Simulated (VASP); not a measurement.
Data:

```yaml
crystal:
  lattice:
    - [0.00000, 2.41329, 2.41329]
    - [2.41329, 0.00000, 2.41329]
    - [2.41329, 2.41329, 0.00000]
  atoms:
    - { symbol: Ca, position: [0.00000, 0.00000, 0.00000] }
    - { symbol: O, position: [0.50000, 0.50000, 0.50000] }
```

Computed with revTPSS meta-GGA, VASP's PBE PAW potentials (set 64) (plane waves; VASP). Settings: 520 eV cut-off, 11×11×11 Γ-centred mesh, tetrahedra with Blöchl corrections, potentials Ca_sv O.

Question: Give the energies of bands 6 to 11 at the high-symmetry points, in eV from the valence-band maximum.

Answer: 
```csv
band,Γ,X,U,L,W
6,0.00,-1.37,-1.36,-2.67,-1.27
7,0.00,-0.39,-1.26,-1.18,-1.10
8,0.00,-0.39,-0.78,-1.18,-1.10
9,4.62,3.71,5.23,7.21,6.45
10,6.48,8.34,8.16,8.31,6.45
11,6.48,9.32,8.88,8.68,8.72
```

The gap is indirect, 3.71 eV, from the valence maximum at Γ to the conduction minimum at X.

The compound is CaO in the rock salt structure. It was relaxed first.
